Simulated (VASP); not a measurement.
All values below come from PBEsol GGA, VASP's PBE PAW potentials (set 64) (plane waves; VASP).

VASP ran on this input.

**KPOINTS**
```
K-points
0
Gamma
  11 11 11
0 0 0
```

INCAR:
```
# general
SYSTEM =MnGe
PREC   =Accurate
ENCUT  =400
LREAL  =.FALSE.
LASPH  =.TRUE.

# electronic loop
EDIFF  =1E-6
NELM   =100   # most electronic steps
ALGO   =Normal   # blocked Davidson
LMAXMIX=4

# smearing
ISMEAR =1   # Methfessel-Paxton
SIGMA  =0.1   # width (eV)

# functional
GGA    =PS   # PBEsol

# spin
ISPIN  =2   # spin-polarised
MAGMOM =0.0 4.0

# ions
IBRION =2   # conjugate gradients
NSW    =60
ISIF   =3   # ions, shape and volume
EDIFFG =-0.01   # ionic stop

# output
LWAVE  =.FALSE.
LCHARG =.FALSE.
LORBIT =10
```

### POSCAR
```
MnGe
1
    0.0000000000     2.6442460000     2.6442460000
    2.6442460000     0.0000000000     2.6442460000
    2.6442460000     2.6442460000     0.0000000000
Ge Mn
1 1
Direct
  0.0000000000   0.0000000000   0.0000000000
  0.5000000000   0.5000000000   0.5000000000
```

POTCAR, in this order: Ge_d Mn_pv (PBE.64 set). Program: vasp_std.

What VASP printed:

File OSZICAR:
```
       N       E                     dE             d eps       ncg     rms          rms(c)
DAV:   1     0.191170318959E+03    0.19117E+03   -0.13296E+04  4579   0.282E+03
DAV:   2     0.237936736453E+01   -0.18879E+03   -0.18408E+03  4295   0.527E+02
DAV:   3    -0.151238792087E+02   -0.17503E+02   -0.17176E+02  4477   0.128E+02
DAV:   4    -0.155958299998E+02   -0.47195E+00   -0.47134E+00  4739   0.225E+01
DAV:   5    -0.156040166781E+02   -0.81867E-02   -0.81865E-02  4527   0.343E+00    0.134E+01
DAV:   6    -0.173681952156E+02   -0.17642E+01   -0.49845E+01  4316   0.501E+01    0.213E+01
DAV:   7    -0.138487365378E+02    0.35195E+01   -0.25978E+01  4292   0.375E+01    0.486E+00
DAV:   8    -0.139383745710E+02   -0.89638E-01   -0.36902E-01  4401   0.465E+00    0.194E+00
DAV:   9    -0.139544758975E+02   -0.16101E-01   -0.12195E-01  4646   0.208E+00    0.955E-01
DAV:  10    -0.139530975831E+02    0.13783E-02   -0.88791E-03  4421   0.585E-01    0.630E-01
DAV:  11    -0.139550438415E+02   -0.19463E-02   -0.42908E-03  4460   0.497E-01    0.205E-01
DAV:  12    -0.139553096484E+02   -0.26581E-03   -0.13194E-03  4587   0.260E-01    0.517E-02
DAV:  13    -0.139553007810E+02    0.88674E-05   -0.88033E-05  4836   0.647E-02    0.655E-02
DAV:  14    -0.139553229689E+02   -0.22188E-04   -0.71099E-05  3979   0.625E-02    0.565E-03
DAV:  15    -0.139553236079E+02   -0.63898E-06   -0.25842E-06  3455   0.116E-02
   1 F= -.13955324E+02 E0= -.13955106E+02  d E =-.139553E+02  mag=     3.1813
       N       E                     dE             d eps       ncg     rms          rms(c)
DAV:   1    -0.409103169110E+02   -0.26955E+02   -0.30040E+02  4738   0.228E+02    0.480E+01
DAV:   2    -0.291555240394E+02    0.11755E+02   -0.27215E+02  4295   0.167E+02    0.363E+01
DAV:   3    -0.163899378534E+02    0.12766E+02   -0.17313E+02  4574   0.999E+01    0.174E+01
DAV:   4    -0.142307637471E+02    0.21592E+01   -0.11661E+01  4426   0.260E+01    0.971E+00
DAV:   5    -0.143422290069E+02   -0.11147E+00   -0.15694E+00  4476   0.773E+00    0.477E+00
DAV:   6    -0.142605903032E+02    0.81639E-01   -0.41271E-01  4505   0.522E+00    0.231E+00
DAV:   7    -0.142717680866E+02   -0.11178E-01   -0.80131E-02  4480   0.169E+00    0.622E-01
DAV:   8    -0.142705783578E+02    0.11897E-02   -0.41372E-03  4496   0.550E-01    0.357E-01
DAV:   9    -0.142706453887E+02   -0.67031E-04   -0.13095E-03  4495   0.318E-01    0.152E-01
DAV:  10    -0.142706877139E+02   -0.42325E-04   -0.30102E-04  4529   0.127E-01    0.524E-02
DAV:  11    -0.142706965614E+02   -0.88475E-05   -0.19053E-05  4449   0.387E-02    0.277E-02
DAV:  12    -0.142706979586E+02   -0.13972E-05   -0.52011E-06  3511   0.173E-02    0.702E-03
DAV:  13    -0.142706974250E+02    0.53367E-06   -0.92453E-07  2214   0.107E-02
   2 F= -.14270697E+02 E0= -.14270972E+02  d E =-.315374E+00  mag=     2.7462
       N       E                     dE             d eps       ncg     rms          rms(c)
DAV:   1    -0.146703984569E+02   -0.39970E+00   -0.47499E+00  4658   0.351E+01    0.596E+00
DAV:   2    -0.148096356017E+02   -0.13924E+00   -0.81100E+00  4388   0.236E+01    0.749E+00
DAV:   3    -0.142949320274E+02    0.51470E+00   -0.22436E+00  4370   0.136E+01    0.110E+00
DAV:   4    -0.142813398944E+02    0.13592E-01   -0.79240E-02  4840   0.273E+00    0.762E-01
DAV:   5    -0.142773664992E+02    0.39734E-02   -0.97642E-03  4720   0.925E-01    0.245E-01
DAV:   6    -0.142769879648E+02    0.37853E-03   -0.11612E-03  5117   0.480E-01    0.120E-01
DAV:   7    -0.142768976862E+02    0.90279E-04   -0.32933E-04  5132   0.268E-01    0.388E-02
DAV:   8    -0.142768981152E+02   -0.42899E-06   -0.25709E-05  4767   0.640E-02    0.158E-02
DAV:   9    -0.142768970278E+02    0.10874E-05   -0.34016E-06  3711   0.276E-02    0.636E-03
DAV:  10    -0.142768968246E+02    0.20313E-06   -0.23828E-07  2320   0.591E-03
   3 F= -.14276897E+02 E0= -.14277419E+02  d E =-.321573E+00  mag=     2.7758
       N       E                     dE             d eps       ncg     rms          rms(c)
DAV:   1    -0.142864693239E+02   -0.95723E-02   -0.11967E-01  4669   0.543E+00    0.891E-01
DAV:   2    -0.142862056173E+02    0.26371E-03   -0.15136E-01  4376   0.343E+00    0.104E+00
DAV:   3    -0.142774367049E+02    0.87689E-02   -0.47201E-02  4379   0.196E+00    0.185E-01
DAV:   4    -0.142770163044E+02    0.42040E-03   -0.12768E-03  4741   0.368E-01    0.125E-01
DAV:   5    -0.142769488794E+02    0.67425E-04   -0.12086E-04  4712   0.980E-02    0.319E-02
DAV:   6    -0.142769356356E+02    0.13244E-04   -0.28085E-05  5353   0.899E-02    0.129E-02
DAV:   7    -0.142769353275E+02    0.30809E-06   -0.16218E-06  3468   0.148E-02
   4 F= -.14276935E+02 E0= -.14277486E+02  d E =-.321612E+00  mag=     2.7716
```

File OUTCAR:
```
------------------------ aborting loop because EDIFF is reached ----------------------------------------
  FORCE on cell =-STRESS in cart. coord.  units (eV):
  Direction    XX          YY          ZZ          XY          YZ          ZX
  --------------------------------------------------------------------------------------
  Total       -0.0082375     -0.0082375     -0.0082375     -0.0000000      0.0000000     -0.0000000
  in kB       -0.4373470     -0.4373470     -0.4373470     -0.0000000      0.0000000     -0.0000000
  external PRESSURE =      -0.4373470 kB  Pullay stress =       0.0000000 kB
  volume of cell :       30.18
      direct lattice vectors                 reciprocal lattice vectors
     0.000000000  2.471055774  2.471055774    -0.202342661  0.202342661  0.202342661
     2.471055774 -0.000000000  2.471055774     0.202342661 -0.202342661  0.202342661
     2.471055774  2.471055774  0.000000000     0.202342661  0.202342661 -0.202342661
 POSITION                                       TOTAL-FORCE (eV/Angst)
 -----------------------------------------------------------------------------------
      2.47106      2.47106      0.00000         0.000000     -0.000000      0.000000
      2.47106      2.47106      2.47106        -0.000000      0.000000     -0.000000
 -----------------------------------------------------------------------------------
    total drift:                                0.000000     -0.000000      0.000000
  FREE ENERGIE OF THE ION-ELECTRON SYSTEM (eV)
  ---------------------------------------------------
  free  energy   TOTEN  =       -14.2769353275 eV

  energy  without entropy=      -14.2785859177  energy(sigma->0) =      -14.27748552

 total charge

# of ion       s       p       d       tot
------------------------------------------
    1        1.153   1.304  10.041  12.498
    2        0.313   6.242   5.164  11.719
--------------------------------------------------
tot          1.465   7.547  15.205  24.217

 magnetization (x)

# of ion       s       p       d       tot
------------------------------------------
    1       -0.017  -0.135   0.014  -0.137
    2        0.056   0.008   2.798   2.862
--------------------------------------------------
tot          0.039  -0.127   2.813   2.725

 reached required accuracy - stopping structural energy minimisation
```
(Selected blocks of OUTCAR.)

**CONTCAR**
```
MnGe
   1.00000000000000
     0.0000000000000000    2.4710557738315035    2.4710557738315035
     2.4710557738315035   -0.0000000000000000    2.4710557738315035
     2.4710557738315035    2.4710557738315035    0.0000000000000000
  Ge              Mn
     1     1
Direct
     0.0000000000000000    0.0000000000000000    1.0000000000000000
     0.5000000000000000    0.5000000000000000    0.5000000000000000
```

Energy and stress use the plane-wave basis of the starting cell. The moments were started parallel, and other spin orders were not tried in this run.

The structure was generated: MnGe was put into the rocksalt type (Fm-3m), which need not be its known phase. This run relaxes it. Symmetry was kept, so distortions that lower it aren't found.
